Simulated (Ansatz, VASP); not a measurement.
**One calculation of CuOs2, two programs**

```
CELL_PARAMETERS angstrom
0.00000 2.83349 2.83349
2.83349 0.00000 2.83349
2.83349 2.83349 0.00000
ATOMIC_POSITIONS crystal
Cu 0.00000 0.00000 0.00000
Os 0.25000 0.25000 0.25000
Os 0.75000 0.75000 0.75000
```

Change from the starting cell: species swapped into the HfO2 type (Fm-3m, No. 225).

Alike in both runs: functional PBE; k mesh 6 × 6 × 6; occupations gaussian, width 0.1 eV; no spin polarisation.

Ansatz relaxed the structure, and its values are those at the end. VASP's run is a single point on that final structure, the one shown.

```csv
,VASP,Ansatz
version,VASP 6.6.1,Ansatz 0.2.0
potentials or method,"VASP PAW PBE potentials, release 64 (Cu, Os)","scalar-relativistic, plane waves, PAW"
plane-wave cutoff (eV),520,420
valence electrons in the cell,27,51
```

```tsv
	VASP	Ansatz	Ansatz less VASP
gap on the k mesh at the Fermi level (eV)	none	none	-
pressure (GPa)	0.2	0.2	+0.02
```

A gap of «none» marks a metal or a gap that the smearing closes. The two sets of potentials don't hold the same shells in valence.

The runs have no spin-orbit coupling, so splittings on Os are missing.
